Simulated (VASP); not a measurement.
Method: PBE GGA, VASP's PBE PAW potentials (set 64) (plane waves; VASP).

VASP input:

### INCAR
```
SYSTEM = Tc
PREC = Accurate
ENCUT = 400
EDIFF = 1E-6
NELM = 100
ALGO = Normal
LREAL = .FALSE.
LASPH = .TRUE.
ISMEAR = 1
SIGMA = 0.1
GGA = PE
LMAXMIX = 4
LWAVE = .FALSE.
LCHARG = .FALSE.
ISIF = 2
AMIX = 0.05
BMIX = 3.0
IMIX = 4
```

**KPOINTS**
```
Automatic mesh
0
Gamma
14 14 8
0 0 0
```

POSCAR:
```
Tc
1
    1.3700000000    -2.3729100000     0.0000000000
    1.3700000000     2.3729100000     0.0000000000
    0.0000000000     0.0000000000     4.3900000000
Tc
2
Direct
  0.3333330000   0.6666670000   0.2500000000
  0.6666670000   0.3333330000   0.7500000000
```

POTCAR, in this order: Tc_pv (PBE.64 set). Program: vasp_std.

What VASP printed:

OUTCAR:
```
 ion  position               nearest neighbor table
   1  0.333  0.667  0.250-   2 2.71   2 2.71   2 2.71   2 2.71   2 2.71   2 2.71
   2  0.667  0.333  0.750-   1 2.71   1 2.71   1 2.71   1 2.71   1 2.71   1 2.71
  LATTYP: Found a hexagonal cell.
 ALAT       =     2.7400003409
 C/A-ratio  =     1.6021895817
 Subroutine PRICEL returns:
 Original cell was already a primitive cell.
 Subroutine GETGRP returns: Found 24 space group operations
The static configuration has the point symmetry D_3d.
 The point group associated with its full space group is D_6h.
The dynamic configuration has the point symmetry D_3d.
 Subroutine INISYM returns: Found 24 space group operations
 Subroutine IBZKPT returns following result:
 Found    120 irreducible k-points:

 Following reciprocal coordinates:
            Coordinates               Weight
  0.000000  0.000000  0.000000      1.000000
  0.071429  0.000000  0.000000      6.000000
  0.142857  0.000000  0.000000      6.000000
  0.214286 -0.000000  0.000000      6.000000
  0.285714 -0.000000  0.000000      6.000000
  0.357143 -0.000000  0.000000      6.000000
  0.428571 -0.000000  0.000000      6.000000
  0.500000  0.000000  0.000000      3.000000
  0.071429  0.071429  0.000000      6.000000
  0.142857  0.071429  0.000000     12.000000
  0.214286  0.071429  0.000000     12.000000
  0.285714  0.071429  0.000000     12.000000
  0.357143  0.071429  0.000000     12.000000
  0.428571  0.071429  0.000000     12.000000
  0.142857  0.142857  0.000000      6.000000
  0.214286  0.142857  0.000000     12.000000
  0.285714  0.142857  0.000000     12.000000
  0.357143  0.142857  0.000000     12.000000
  0.428571  0.142857  0.000000      6.000000
  0.214286  0.214286  0.000000      6.000000
  0.285714  0.214286  0.000000     12.000000
  0.357143  0.214286  0.000000     12.000000
...
```

**OSZICAR**
```
       N       E                     dE             d eps       ncg     rms          rms(c)
DAV:   1     0.274743833130E+03    0.27474E+03   -0.14717E+04  4168   0.131E+03
DAV:   2    -0.153437534893E+02   -0.29009E+03   -0.28708E+03  4461   0.414E+02
DAV:   3    -0.220725106880E+02   -0.67288E+01   -0.65783E+01  4887   0.736E+01
DAV:   4    -0.221461667478E+02   -0.73656E-01   -0.72850E-01  4489   0.696E+00
DAV:   5    -0.221467252118E+02   -0.55846E-03   -0.55838E-03  4627   0.636E-01    0.237E+01
DAV:   6    -0.218800771083E+02    0.26665E+00   -0.63377E-02  4358   0.251E+00    0.215E+01
DAV:   7    -0.207314283286E+02    0.11486E+01   -0.58937E+00  4367   0.237E+01    0.172E+00
DAV:   8    -0.207350810711E+02   -0.36527E-02   -0.36587E-02  4443   0.184E+00    0.180E+00
DAV:   9    -0.207300626969E+02    0.50184E-02   -0.59243E-04  4604   0.238E-01    0.179E+00
DAV:  10    -0.206977945349E+02    0.32268E-01   -0.44953E-02  4140   0.232E+00    0.133E+00
DAV:  11    -0.206982606899E+02   -0.46615E-03   -0.10794E-03  4218   0.351E-01    0.114E+00
DAV:  12    -0.206981041694E+02    0.15652E-03   -0.12288E-04  4426   0.110E-01    0.113E+00
DAV:  13    -0.206983772150E+02   -0.27305E-03   -0.27082E-04  4297   0.156E-01    0.989E-01
DAV:  14    -0.206983395304E+02    0.37685E-04   -0.82973E-06  4284   0.300E-02    0.987E-01
DAV:  15    -0.206983767830E+02   -0.37253E-04   -0.13110E-05  4280   0.367E-02    0.896E-01
DAV:  16    -0.206983828454E+02   -0.60624E-05   -0.88334E-08  2047   0.303E-03    0.889E-01
DAV:  17    -0.206984436381E+02   -0.60793E-04   -0.39394E-05  4237   0.690E-02    0.758E-01
DAV:  18    -0.206984891730E+02   -0.45535E-04   -0.43983E-05  4320   0.718E-02    0.628E-01
DAV:  19    -0.206985026286E+02   -0.13456E-04   -0.57864E-06  4251   0.253E-02    0.583E-01
DAV:  20    -0.206985262747E+02   -0.23646E-04   -0.35672E-05  4255   0.654E-02    0.481E-01
DAV:  21    -0.206985585343E+02   -0.32260E-04   -0.28197E-04  4277   0.183E-01    0.214E-01
DAV:  22    -0.206985630220E+02   -0.44878E-05   -0.92099E-05  4424   0.103E-01    0.636E-02
DAV:  23    -0.206985623087E+02    0.71334E-06   -0.83384E-06  4330   0.303E-02
   1 F= -.20698562E+02 E0= -.20698168E+02  d E =-.118341E-02
```

File OUTCAR:
```
------------------------ aborting loop because EDIFF is reached ----------------------------------------
  FORCE on cell =-STRESS in cart. coord.  units (eV):
  Direction    XX          YY          ZZ          XY          YZ          ZX
  --------------------------------------------------------------------------------------
  Total        0.3001089      0.3001090      0.2872658      0.0000000     -0.0000000      0.0000000
  in kB       16.8458578     16.8458634     16.1249397      0.0000000     -0.0000000      0.0000000
  external PRESSURE =      16.6055536 kB  Pullay stress =       0.0000000 kB
  volume of cell :       28.54
      direct lattice vectors                 reciprocal lattice vectors
     1.370000000 -2.372910000  0.000000000     0.364963504 -0.210711742  0.000000000
     1.370000000  2.372910000  0.000000000     0.364963504  0.210711742  0.000000000
     0.000000000  0.000000000  4.390000000     0.000000000  0.000000000  0.227790433
 POSITION                                       TOTAL-FORCE (eV/Angst)
 -----------------------------------------------------------------------------------
      1.37000      0.79097      1.09750         0.000000      0.000000      0.000000
      1.37000     -0.79097      3.29250         0.000000     -0.000000      0.000000
 -----------------------------------------------------------------------------------
    total drift:                               -0.000026      0.000617     -0.000043
  FREE ENERGIE OF THE ION-ELECTRON SYSTEM (eV)
  ---------------------------------------------------
  free  energy   TOTEN  =       -20.6985623087 eV

  energy  without entropy=      -20.6973788982  energy(sigma->0) =      -20.69816784
```
(Selected blocks of OUTCAR.)

The compound is Tc in the hcp structure. The cell was not relaxed at this level. The run is one of a series of settings (AMIX = 0.05, BMIX = 3.0, IMIX = 4 against the base run), some of them coarse on purpose.
